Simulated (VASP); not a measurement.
# TiRuN2 (P-4m2) in VASP: relaxation of cell and atoms with PBE

Aim: the relaxation of cell and atoms of TiRuN2 with PBE.

Program: VASP 6.6.1. These are calculated values, not measurements. Logs are shortened: lines on timing, memory, paths and dates and some standing lists are left out, and cuts for length are marked.

**1. Starting point**

Symmetry: P-4m2, No. 115, tetragonal system. Conventional cell: a = 3.200 Å, b = 3.200 Å, c = 4.500 Å, α = 90.00°, β = 90.00°, γ = 90.00°. Around Ti (site symmetry -4m2) lie 4 N at 1.96 Å. Ru (site symmetry -4m2) has 4 N at 1.96 Å as nearest neighbours. N (site symmetry 2mm) has 2 Ti at 1.96 Å and 2 Ru at 1.96 Å as nearest neighbours.

The cell was built by a generator and needn't be a form met in nature.

**2. Relaxation of cell and atoms, PBE**

Input file INCAR:

```
SYSTEM = TiRuN2
PREC = Normal
ENCUT = 520
EDIFF = 1E-4
ISMEAR = 0
SIGMA = 0.15
LREAL = .False.
LASPH = .True.
NELM = 60
ALGO = Fast
ISIF = 3
LWAVE = .False.
LCHARG = .False.
GGA = PE
IBRION = 2
NSW = 24
EDIFFG = -0.08
```

Input file KPOINTS:

```
Automatic mesh
0
Gamma
  5 5 4
  0 0 0
```

Input file POSCAR:

```
TiRuN2
1.0
    3.2000000000      0.0000000000      0.0000000000
    0.0000000000      3.2000000000      0.0000000000
    0.0000000000      0.0000000000      4.5000000000
Ti Ru N
1 1 2
Direct
    0.0000000000      0.0000000000      0.0000000000
    0.5000000000      0.5000000000      0.5000000000
    0.5000000000      0.0000000000      0.7500000000
    0.0000000000      0.5000000000      0.2500000000
```

Potentials or basis: VASP PAW PBE potentials, release 64 (Ti_sv, Ru_pv, N).

Run with:

```sh
$ cat potpaw_PBE.64/Ti_sv/POTCAR potpaw_PBE.64/Ru_pv/POTCAR potpaw_PBE.64/N/POTCAR > POTCAR
$ mpirun -np 1 vasp_std > vasp.out
```

OUTCAR:

```text
SYSTEM = TiRuN2
   PREC = Normal
   ENCUT = 520
   EDIFF = 1E-4
   ISMEAR = 0
   LREAL = .False.
   LASPH = .True.
   NELM = 60
   ISIF = 3
   GGA = PE
   IBRION = 2
   NSW = 24
   EDIFFG = -0.08

 ion  position               nearest neighbor table
   1  0.000  0.000  0.000-   3 1.96   4 1.96   4 1.96   3 1.96
   2  0.500  0.500  0.500-   3 1.96   4 1.96   3 1.96   4 1.96
   3  0.500  0.000  0.750-   1 1.96   2 1.96   2 1.96   1 1.96
   4  0.000  0.500  0.250-   1 1.96   2 1.96   1 1.96   2 1.96

  LATTYP: Found a simple tetragonal cell.
 ALAT       =     3.2000000000
 C/A-ratio  =     1.4062500000

  Lattice vectors:

 A1 = (   3.2000000000,   0.0000000000,   0.0000000000)
 A2 = (   0.0000000000,   3.2000000000,   0.0000000000)
 A3 = (   0.0000000000,   0.0000000000,   4.5000000000)

Analysis of symmetry for initial positions (statically):
=====================================================================
 Subroutine PRICEL returns:
 Original cell was already a primitive cell.

 Routine SETGRP: Setting up the symmetry group for a
 simple tetragonal supercell.

 Subroutine GETGRP returns: Found  8 space group operations
 (whereof  8 operations were pure point group operations)
 out of a pool of 16 trial point group operations.

The static configuration has the point symmetry D_2d.

Analysis of symmetry for dynamics (positions and initial velocities):
=====================================================================
 Subroutine PRICEL returns:
 Original cell was already a primitive cell.

 Routine SETGRP: Setting up the symmetry group for a
 simple tetragonal supercell.

 Subroutine GETGRP returns: Found  8 space group operations
 (whereof  8 operations were pure point group operations)
 out of a pool of 16 trial point group operations.

The dynamic configuration has the point symmetry D_2d.

 Subroutine INISYM returns: Found  8 space group operations
 (whereof  8 operations are pure point group operations),
 and found     1 'primitive' translations

----------------------------------------------------------------------------------------

                                     Primitive cell

  volume of cell :      46.0800

  direct lattice vectors                    reciprocal lattice vectors
     3.200000000  0.000000000  0.000000000     0.312500000  0.000000000  0.000000000
     0.000000000  3.200000000  0.000000000     0.000000000  0.312500000  0.000000000
     0.000000000  0.000000000  4.500000000     0.000000000  0.000000000  0.222222222

  length of vectors
     3.200000000  3.200000000  4.500000000     0.312500000  0.312500000  0.222222222

  position of ions in fractional coordinates (direct lattice)
     0.000000000  0.000000000  0.000000000
     0.500000000  0.500000000  0.500000000
     0.500000000  0.000000000  0.750000000
     0.000000000  0.500000000  0.250000000

  ion indices of the primitive-cell ions
   primitive index   ion index
                 1           1
                 2           2
                 3           3
                 4           4

----------------------------------------------------------------------------------------

 KPOINTS: Automatic mesh

Automatic generation of k-mesh.
 Grid dimensions read from file:
 generate k-points for:    5    5    4

 Generating k-lattice:

  Cartesian coordinates                     Fractional coordinates (reciprocal lattice)
     0.062500000  0.000000000  0.000000000     0.200000000  0.000000000  0.000000000
     0.000000000  0.062500000  0.000000000     0.000000000  0.200000000  0.000000000
     0.000000000  0.000000000  0.055555556     0.000000000  0.000000000  0.250000000

  Length of vectors
     0.062500000  0.062500000  0.055555556

  Shift w.r.t. Gamma in fractional coordinates (k-lattice)
     0.000000000  0.000000000  0.000000000

 Subroutine IBZKPT returns following result:
 ===========================================

 Found     18 irreducible k-points:

 Following reciprocal coordinates:
            Coordinates               Weight
  0.000000  0.000000  0.000000      1.000000
  0.200000  0.000000  0.000000      4.000000
  0.400000  0.000000  0.000000      4.000000
  0.200000  0.200000  0.000000      4.000000
  0.400000  0.200000  0.000000      8.000000
  0.400000  0.400000  0.000000      4.000000
[... 10 lines left out ...]
  0.400000  0.200000  0.500000      8.000000
  0.400000  0.400000  0.500000      4.000000
   k-points           NKPTS =     18   k-points in BZ     NKDIM =     18   number of bands    NBANDS=     22
   number of dos      NEDOS =    301   number of ions     NIONS =      4
   total plane-waves  NPLWV =   9072
   dimension x,y,z NGX =    18 NGY =   18 NGZ =   28
   dimension x,y,z NGXF=    36 NGYF=   36 NGZF=   56
   ions per type =               1   1   2
   NGX,Y,Z   is equivalent  to a cutoff of   9.35,  9.35, 10.34 a.u.
   NGXF,Y,Z  is equivalent  to a cutoff of  18.70, 18.70, 20.69 a.u.
 SYSTEM =  TiRuN2
   PREC   = normal    normal or accurate (medium, high low for compatibility)
   ISTART =      0    job   : 0-new  1-cont  2-samecut
   ICHARG =      2    charge: 1-file 2-atom 10-const
   ISPIN  =      1    spin polarized calculation?
   LNONCOLLINEAR =      F non collinear calculations
   LSORBIT =      F    spin-orbit coupling
   LASPH  =      T    aspherical Exc in radial PAW
   ENCUT  =  520.0 eV  38.22 Ry    6.18 a.u.   5.95  5.95  8.37*2*pi/ulx,y,z
   NELM   =     60;   NELMIN=  2; NELMDL= -5     # of ELM steps
   EDIFF  = 0.1E-03   stopping-criterion for ELM
   LREAL  =      F    real-space projection
   EDIFFG = -.8E-01   stopping-criterion for IOM
   NSW    =     24    number of steps for IOM
   IBRION =      2    ionic relax: 0-MD 1-quasi-New 2-CG
   NFREE  =      1    steps in history (QN), initial steepest desc. (CG)
   ISIF   =      3    stress and relaxation
   ISYM   =      2    0-nonsym 1-usesym 2-fastsym
   POTIM  = 0.5000    time-step for ionic-motion
   TEBEG  =    0.0;   TEEND  =   0.0 temperature during run
   PSTRESS=    0.0 pullay stress
   NELECT =      36.0000    total number of electrons
   NUPDOWN=      -1.0000    fix difference up-down
   EMIN   =  10.00;   EMAX   =-10.00  energy-range for DOS
   EFERMI =   0.00;   METHOD = LEGACY
   ISMEAR =     0;   SIGMA  =   0.15  broadening in eV -4-tet -1-fermi 0-gaus
   EFERMI_NEDOS =   21; number of points for ismear=-14 and -15
   IALGO  =     68    algorithm
   IMIX   =      4    mixing-type and parameters
     AMIX     =   0.40;   BMIX     =  1.00
     AMIX_MAG =   1.60;   BMIX_MAG =  1.00
  volume/ion in A,a.u.               =      11.52        77.74
  Fermi-wavevector in a.u.,A,eV,Ry     =   1.507781  2.849292 30.931520  2.273403
  Thomas-Fermi vector in A             =   2.618322
   LORBIT       =      0    0 simple, 1 ext, 2 COOP (PROOUT), +10 PAW based schemes
   GGA     = PE    functional components
   LHFCALC =     F    Hartree Fock is set to
   AEXX    =    0.0000 exact exchange contribution
   IVDW    =     0    specifies the selected vdW correction
   LEPSILON=     F    determine dielectric tensor
   LRPA    =     F    only Hartree local field effects (RPA)
 conjugate gradient relaxation of ions
 non-spin polarized calculation
 RMM-DIIS sequential band-by-band and
 Gauss-broadening in eV      SIGMA  =   0.15
  energy-cutoff  :      520.00
  volume of cell :       46.08
 maximum number of plane-waves:      1264
   NGX = 11   NGY = 11   NGZ = 17

--------------------------------------- Ionic step        1  -------------------------------------------

 number of electron      35.9999973 magnetization

 Free energy of the ion-electron system (eV)
  ---------------------------------------------------
  ext. energy  EPLUGINS =         0.00000000
  ---------------------------------------------------
  free energy    TOTEN  =       -35.82500629 eV

  energy without entropy =      -35.80137661  energy(sigma->0) =      -35.81319145

------------------------ aborting loop because EDIFF is reached ----------------------------------------

  FORCE on cell =-STRESS in cart. coord.  units (eV):
  Direction    XX          YY          ZZ          XY          YZ          ZX
  --------------------------------------------------------------------------------------
  -------------------------------------------------------------------------------------
  Total        2.7348594      2.7348594      2.4461067      0.0000000      0.0000000      0.0000000
  in kB       95.0896222     95.0896222     85.0498404      0.0000000      0.0000000      0.0000000
  external PRESSURE =      91.7430283 kB  Pullay stress =       0.0000000 kB
[... 95 lines left out ...]
  FREE ENERGIE OF THE ION-ELECTRON SYSTEM (eV)
  ---------------------------------------------------
  free  energy   TOTEN  =       -35.8849224631 eV

  energy  without entropy=      -35.8577457535  energy(sigma->0) =      -35.87133411

[... ionic steps 4 to 7 ...]

--------------------------------------- Ionic step        8  -------------------------------------------

 number of electron      36.0000018 magnetization

------------------------ aborting loop because EDIFF is reached ----------------------------------------

  FORCE on cell =-STRESS in cart. coord.  units (eV):
  Direction    XX          YY          ZZ          XY          YZ          ZX
  --------------------------------------------------------------------------------------
  -------------------------------------------------------------------------------------
  Total       -0.0832251     -0.0832251      0.1303637      0.0000000      0.0000000      0.0000000
  in kB       -2.7846445     -2.7846445      4.3618660      0.0000000      0.0000000      0.0000000
  external PRESSURE =      -0.4024743 kB  Pullay stress =       0.0000000 kB
[... 61 lines left out ...]
  energy  without entropy=      -35.8651896130  energy(sigma->0) =      -35.87856198

--------------------------------------- Ionic step       10  -------------------------------------------

 number of electron      36.0000029 magnetization

 Free energy of the ion-electron system (eV)
  ---------------------------------------------------
  ext. energy  EPLUGINS =         0.00000000
  ---------------------------------------------------
  free energy    TOTEN  =       -35.89362511 eV

  energy without entropy =      -35.86760441  energy(sigma->0) =      -35.88061476

 E-fermi :   8.5240     XC(G=0): -11.9484

 val. band max:        8.4134172784   @ k =   0.4000   0.0000   0.0000
 cond. band min:       8.5276335824   @ k =   0.4000   0.2000   0.5000
 fundamental gap:      0.1142163040
 Fermi energy:         8.5239571488

 k-point     1 :       0.0000    0.0000    0.0000
  band No.  band energies     occupation
      1     -48.6840      2.00000
      2     -34.8346      2.00000
      3     -34.6146      2.00000
      4     -34.6146      2.00000
      5     -25.0277      2.00000
      6     -24.9182      2.00000
[... 470 lines left out ...]
  FREE ENERGIE OF THE ION-ELECTRON SYSTEM (eV)
  ---------------------------------------------------
  free  energy   TOTEN  =       -35.8936251136 eV

  energy  without entropy=      -35.8676044073  energy(sigma->0) =      -35.88061476

 reached required accuracy - stopping structural energy minimisation
```

Wall time 45 s (1 thread of Intel Xeon Platinum 8488C (Sapphire Rapids), shared host); peak memory 0.14 GiB.

Results:

```
Free energy                            : -35.8936 eV
Relaxed volume                         : 11.98 Å³/atom
Relaxed cell                           : a = 3.237 Å, b = 3.237 Å, c = 4.571 Å, α = 90.00°, β = 90.00°, γ = 90.00°
Space group after relaxing (to 0.05 Å) : P-4m2 (No. 115)
Energy gained by relaxing              : 17.2 meV/atom
Ionic steps                            : 10
Pressure after relaxing                : -0.3 GPa
Largest force after relaxing           : 0.017 eV/Å
Band gap on the k mesh                 : none (metal or under the smearing width)
```

Forces on the atoms (eV/Å):
```
Ti   0.000  0.000  0.000
Ru   0.000  0.000  0.000
N    0.000  0.000  0.017
N    0.000  0.000 -0.017
```

Stress tensor (GPa, compression positive):
```
-0.71  0.00  0.00
 0.00 -0.71  0.00
 0.00  0.00  0.40
```

The path:
```
step  energy change (eV)  largest force (eV/Å)  pressure (GPa)  volume (Å³)
   1              0.0000                0.4590            9.17        46.08
   2              0.0348                0.1083          -11.25        50.62
   3             -0.0599                0.2660           -0.70        48.04
   4             -0.0600                0.2708           -0.89        47.98
   5             -0.0452                0.3513            4.21        47.03
   6             -0.0598                0.2829            0.27        47.90
   7             -0.0600                0.2798            0.25        47.94
   8             -0.0648                0.1468           -0.04        47.88
   9             -0.0669                0.0030            0.20        47.82
  10             -0.0686                0.0170           -0.34        47.91
```

Final structure:
```cif
data_structure
_symmetry_space_group_name_H-M 'P 1'
_symmetry_Int_Tables_number 1
_cell_length_a 3.2375
_cell_length_b 3.2375
_cell_length_c 4.5713
_cell_angle_alpha 90.000
_cell_angle_beta 90.000
_cell_angle_gamma 90.000
_cell_volume 47.91
loop_
_atom_site_label
_atom_site_type_symbol
_atom_site_fract_x
_atom_site_fract_y
_atom_site_fract_z
_atom_site_occupancy
Ti1 Ti 0.00000 0.00000 0.00000 1
Ru1 Ru 0.50000 0.50000 0.50000 1
N1 N 0.50000 0.00000 0.75798 1
N2 N 0.00000 0.50000 0.24202 1
```

Caveat: the k mesh is coarse (spacing up to 0.39 Å⁻¹), so the values aren't converged; the relaxation stopped at a loose force limit of 0.08 eV/Å, so its end isn't a converged minimum.
